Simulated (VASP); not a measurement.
Calculation: MS2 meta-GGA, VASP's PBE PAW potentials (set 64) (plane waves; VASP).

VASP ran on this input.

**INCAR**
```
SYSTEM  =  BaTiO3
PREC  =  Accurate; ENCUT  =  520; LREAL  =  .False.
LASPH  =  .True.
EDIFF  =  1E-7; NELM  =  100; ALGO  =  Normal
LMAXMIX  =  4; LMIXTAU  =  .True.
ISMEAR  =  -5
METAGGA  =  MS2
ISIF  =  2
LWAVE  =  .False.; LCHARG  =  .False.; LORBIT  =  11
NEDOS  =  601
LEFG  =  .True.
```

File KPOINTS:
```
K-points
0
Gamma
  6 6 6
```

### POSCAR
```
BaTiO3
1
    4.0016758276     0.0000000000     0.0000000000
    0.0000000000     4.0016758276     0.0000000000
    0.0000000000     0.0000000000     4.0097141309
Ba Ti O
1 1 3
Direct
  1.0000000000   0.0000000000   0.9960126621
  0.5000000000   0.5000000000   0.5013884744
  0.5000000000   0.5000000000   0.9869711101
  1.0000000000   0.5000000000   0.4898138767
  0.5000000000   0.0000000000   0.4898138767
```

KPOINTS_OPT:
```
k-points along high-symmetry lines
6
Line-mode
Reciprocal
  0.000000   0.000000   0.000000 ! GAMMA
  0.000000   0.500000   0.000000 ! X

  0.000000   0.500000   0.000000 ! X
  0.500000   0.500000   0.000000 ! M

  0.500000   0.500000   0.000000 ! M
  0.000000   0.000000   0.000000 ! GAMMA

  0.000000   0.000000   0.000000 ! GAMMA
  0.000000   0.000000   0.500000 ! Z

  0.000000   0.000000   0.500000 ! Z
  0.000000   0.500000   0.500000 ! R

  0.000000   0.500000   0.500000 ! R
  0.500000   0.500000   0.500000 ! A

  0.500000   0.500000   0.500000 ! A
  0.000000   0.000000   0.500000 ! Z

  0.000000   0.500000   0.000000 ! X
  0.000000   0.500000   0.500000 ! R

  0.500000   0.500000   0.000000 ! M
  0.500000   0.500000   0.500000 ! A
```

POTCAR, in this order: Ba_sv Ti_sv O (PBE.64 set). Program: vasp_std.

The resulting files:

OUTCAR:
```
 ion  position               nearest neighbor table
   1  0.000  0.000  0.996-   4 2.81   5 2.81   4 2.81   5 2.81   3 2.83   3 2.83   3 2.83   3 2.83
                             4 2.85   5 2.85   5 2.85   4 2.85   2 3.46   2 3.46   2 3.46   2 3.46
   2  0.500  0.500  0.501-   3 1.95   4 2.00   5 2.00   5 2.00   4 2.00   3 2.06   1 3.46   1 3.46
                             1 3.46   1 3.46   1 3.48   1 3.48   1 3.48   1 3.48
   3  0.500  0.500  0.987-   2 1.95   2 2.06   1 2.83   1 2.83   1 2.83   1 2.83
   4  0.000  0.500  0.490-   2 2.00   2 2.00   1 2.81   1 2.81   1 2.85   1 2.85
   5  0.500  0.000  0.490-   2 2.00   2 2.00   1 2.81   1 2.81   1 2.85   1 2.85
  LATTYP: Found a simple tetragonal cell.
 ALAT       =     4.0016758276
 C/A-ratio  =     1.0020087343
 Subroutine PRICEL returns:
 Original cell was already a primitive cell.
 Subroutine GETGRP returns: Found  8 space group operations
The static configuration has the point symmetry C_4v.
The dynamic configuration has the point symmetry C_4v.
 Subroutine INISYM returns: Found  8 space group operations
 Subroutine IBZKPT returns following result:
 Found     40 irreducible k-points:

 Following reciprocal coordinates:
            Coordinates               Weight
  0.000000  0.000000  0.000000      1.000000
  0.166667  0.000000  0.000000      4.000000
  0.333333  0.000000  0.000000      4.000000
  0.500000  0.000000  0.000000      2.000000
  0.166667  0.166667  0.000000      4.000000
  0.333333  0.166667  0.000000      8.000000
  0.500000  0.166667  0.000000      4.000000
  0.333333  0.333333  0.000000      4.000000
  0.500000  0.333333  0.000000      4.000000
  0.500000  0.500000  0.000000      1.000000
  0.000000  0.000000  0.166667      2.000000
  0.166667  0.000000  0.166667      8.000000
  0.333333  0.000000  0.166667      8.000000
  0.500000  0.000000  0.166667      4.000000
  0.166667  0.166667  0.166667      8.000000
  0.333333  0.166667  0.166667     16.000000
  0.500000  0.166667  0.166667      8.000000
  0.333333  0.333333  0.166667      8.000000
  0.500000  0.333333  0.166667      8.000000
  0.500000  0.500000  0.166667      2.000000
  0.000000  0.000000  0.333333      2.000000
  0.166667  0.000000  0.333333      8.000000
  0.333333  0.000000  0.333333      8.000000
  0.500000  0.000000  0.333333      4.000000
  0.166667  0.166667  0.333333      8.000000
  0.333333  0.166667  0.333333     16.000000
  0.500000  0.166667  0.333333      8.000000
  0.333333  0.333333  0.333333      8.000000
  0.500000  0.333333  0.333333      8.000000
  0.500000  0.500000  0.333333      2.000000
  0.000000  0.000000  0.500000      1.000000
  0.166667  0.000000  0.500000      4.000000
  0.333333  0.000000  0.500000      4.000000
  0.500000  0.000000  0.500000      2.000000
  0.166667  0.166667  0.500000      4.000000
  0.333333  0.166667  0.500000      8.000000
  0.500000  0.166667  0.500000      4.000000
  0.333333  0.333333  0.500000      4.000000
  0.500000  0.333333  0.500000      4.000000
  0.500000  0.500000  0.500000      1.000000
   k-points           NKPTS =     40   k-points in BZ     NKDIM =     40   number of bands    NBANDS=     24
   number of dos      NEDOS =    601   number of ions     NIONS =      5
   total plane-waves  NPLWV =  27000
   dimension x,y,z NGX =    30 NGY =   30 NGZ =   30
   dimension x,y,z NGXF=    60 NGYF=   60 NGZF=   60
   ions per type =               1   1   3
   PREC   = accura    normal or accurate (medium, high low for compatibility)
   ISTART =      0    job   : 0-new  1-cont  2-samecut
   ICHARG =      2    charge: 1-file 2-atom 10-const
   ISPIN  =      1    spin polarized calculation?
   LNONCOLLINEAR =      F non collinear calculations
   LSORBIT =      F    spin-orbit coupling
   INIWAV =      1    electr: 0-lowe 1-rand  2-diag
...
```

OSZICAR:
```
       N       E                     dE             d eps       ncg     rms          rms(c)
DAV:   1     0.411624295010E+03    0.41162E+03   -0.20311E+04  1920   0.171E+03
DAV:   2    -0.374200907652E+02   -0.44904E+03   -0.44312E+03  2360   0.480E+02
DAV:   3    -0.844562487586E+02   -0.47036E+02   -0.46959E+02  3096   0.146E+02
DAV:   4    -0.865060417336E+02   -0.20498E+01   -0.20486E+01  2696   0.272E+01
DAV:   5    -0.866047054308E+02   -0.98664E-01   -0.98660E-01  2840   0.403E+00    0.231E+01
DAV:   6    -0.482829278865E+02    0.38322E+02   -0.79304E+01  3016   0.938E+01    0.876E+00
DAV:   7    -0.470376572213E+02    0.12453E+01   -0.18109E+01  2112   0.336E+01    0.533E+00
DAV:   8    -0.452758019701E+02    0.17619E+01   -0.50205E+00  2616   0.197E+01    0.357E+00
DAV:   9    -0.461027549668E+02   -0.82695E+00   -0.13784E+00  2624   0.995E+00    0.126E+00
DAV:  10    -0.463490998088E+02   -0.24634E+00   -0.14791E+00  2704   0.929E+00    0.215E+00
DAV:  11    -0.462315076883E+02    0.11759E+00   -0.19716E-01  3128   0.375E+00    0.114E+00
DAV:  12    -0.462339836700E+02   -0.24760E-02   -0.45342E-02  2480   0.200E+00    0.723E-01
DAV:  13    -0.462129092913E+02    0.21074E-01   -0.25654E-02  2856   0.137E+00    0.334E-01
DAV:  14    -0.462131778261E+02   -0.26853E-03   -0.40385E-03  2456   0.576E-01    0.220E-01
DAV:  15    -0.462120553694E+02    0.11225E-02   -0.10553E-03  2968   0.210E-01    0.138E-01
DAV:  16    -0.462114164187E+02    0.63895E-03   -0.24532E-03  2688   0.324E-01    0.360E-02
DAV:  17    -0.462113226425E+02    0.93776E-04   -0.33831E-04  2864   0.153E-01    0.270E-02
DAV:  18    -0.462112808783E+02    0.41764E-04   -0.43536E-05  2368   0.543E-02    0.121E-02
DAV:  19    -0.462112813151E+02   -0.43676E-06   -0.13954E-05  3136   0.243E-02    0.124E-02
DAV:  20    -0.462112568486E+02    0.24466E-04   -0.10266E-05  2672   0.242E-02    0.390E-03
DAV:  21    -0.462112594948E+02   -0.26462E-05   -0.26207E-06  2944   0.125E-02    0.171E-03
DAV:  22    -0.462112583195E+02    0.11753E-05   -0.10554E-06  2624   0.727E-03    0.190E-03
DAV:  23    -0.462112628905E+02   -0.45710E-05   -0.63965E-08  1088   0.300E-03    0.420E-04
DAV:  24    -0.462112631556E+02   -0.26510E-06   -0.44721E-08  1088   0.232E-03    0.247E-04
DAV:  25    -0.462112636075E+02   -0.45197E-06   -0.10763E-08  1056   0.994E-04    0.165E-04
DAV:  26    -0.462112634888E+02    0.11877E-06   -0.35413E-09  1056   0.458E-04    0.101E-04
DAV:  27    -0.462112633928E+02    0.96018E-07   -0.18530E-09  1056   0.289E-04
   1 F= -.46211263E+02 E0= -.46211263E+02  d E =0.000000E+00
       N       E                     dE             ncg
       N       E                     dE             ncg
```

**OUTCAR**
```
------------------------ aborting loop because EDIFF is reached ----------------------------------------
  FORCE on cell =-STRESS in cart. coord.  units (eV):
  Direction    XX          YY          ZZ          XY          YZ          ZX
  --------------------------------------------------------------------------------------
  Total       -0.0391077     -0.0391077     -0.0024188      0.0000000      0.0000000      0.0000000
  in kB       -0.9758328     -0.9758328     -0.0603553      0.0000000      0.0000000      0.0000000
  external PRESSURE =      -0.6706736 kB  Pullay stress =       0.0000000 kB
  volume of cell :       64.21
      direct lattice vectors                 reciprocal lattice vectors
     4.001675828  0.000000000  0.000000000     0.249895305  0.000000000  0.000000000
     0.000000000  4.001675828  0.000000000     0.000000000  0.249895305  0.000000000
     0.000000000  0.000000000  4.009714131     0.000000000  0.000000000  0.249394338
 POSITION                                       TOTAL-FORCE (eV/Angst)
 -----------------------------------------------------------------------------------
      0.00000      0.00000      3.99373        -0.000000     -0.000000     -0.011909
      2.00084      2.00084      2.01042         0.000000      0.000000     -0.014728
      2.00084      2.00084      3.95747         0.000000     -0.000000     -0.003459
      0.00000      2.00084      1.96401         0.000000     -0.000000      0.015048
      2.00084      0.00000      1.96401        -0.000000     -0.000000      0.015048
 -----------------------------------------------------------------------------------
    total drift:                                0.000000      0.000000     -0.007692
  FREE ENERGIE OF THE ION-ELECTRON SYSTEM (eV)
  ---------------------------------------------------
  free  energy   TOTEN  =       -46.2112633928 eV

  energy  without entropy=      -46.2112633928  energy(sigma->0) =      -46.21126339

 total charge

# of ion       s       p       d       tot
------------------------------------------
    1        2.011   5.662   0.312   7.985
    2        2.208   6.273   1.624  10.104
    3        1.590   3.489   0.000   5.080
    4        1.590   3.490   0.000   5.080
    5        1.590   3.490   0.000   5.080
--------------------------------------------------
tot          8.989  22.404   1.936  33.328

 Electric field gradients after diagonalization (V/A^2)
 (convention: |V_zz| > |V_xx| > |V_yy|)
----------------------------------------------------------------------
 ion       V_xx      V_yy      V_zz     asymmetry (V_yy - V_xx)/ V_zz
----------------------------------------------------------------------
   1       0.335     0.335    -0.670       0.000
   2      -0.504    -0.504     1.009       0.000
   3     -12.891   -12.891    25.782       0.000
   4     -13.719   -13.364    27.082       0.013
   5     -13.719   -13.364    27.082       0.013
```
(Selected blocks of OUTCAR.)

OUTCAR:
```
 val. band max:        3.6471888307   @ k =   0.5000   0.5000   0.5000

 cond. band min:       5.7444882498   @ k =   0.0000   0.0000   0.0000


 Fermi energy:         3.6815989500

 k-point     1 :       0.0000    0.0000    0.0000
  band No.  band energies     occupation
      1     -55.5390      2.00000
      2     -30.3258      2.00000
      3     -30.3241      2.00000
      4     -30.3241      2.00000
      5     -21.5073      2.00000
      6     -14.4778      2.00000
      7     -13.8889      2.00000
      8     -13.8786      2.00000
      9      -6.5597      2.00000
     10      -6.5566      2.00000
     11      -6.5566      2.00000
     12       1.2325      2.00000
     13       1.2392      2.00000
     14       1.2392      2.00000
     15       2.4988      2.00000
     16       2.4988      2.00000
     17       2.5150      2.00000
     18       3.4351      2.00000
     19       3.4381      2.00000
     20       3.4381      2.00000
     21       5.7445      0.00000
     22       5.7853      0.00000
     23       5.7853      0.00000
     24       7.7888      0.00000

 k-point     2 :       0.1667    0.0000    0.0000
  band No.  band energies     occupation
      1     -55.5387      2.00000
      2     -30.3387      2.00000
      3     -30.3253      2.00000
      4     -30.3236      2.00000
      5     -21.4738      2.00000
      6     -14.4973      2.00000
      7     -13.8789      2.00000
      8     -13.8461      2.00000
      9      -6.5187      2.00000
     10      -6.5154      2.00000
     11      -6.4710      2.00000
     12       0.8044      2.00000
     13       1.1602      2.00000
     14       1.1659      2.00000
     15       2.2017      2.00000
     16       2.2328      2.00000
     17       2.3042      2.00000
     18       2.8317      2.00000
     19       3.2498      2.00000
     20       3.2701      2.00000
     21       5.8227      0.00000
     22       6.2579      0.00000
     23       6.2648      0.00000
     24       7.8038      0.00000
...
```

Unless said otherwise, spin-orbit coupling is left out, though it shifts the bands of the heavy elements here.

The compound is BaTiO3 in the tetragonal perovskite structure. It was relaxed first.
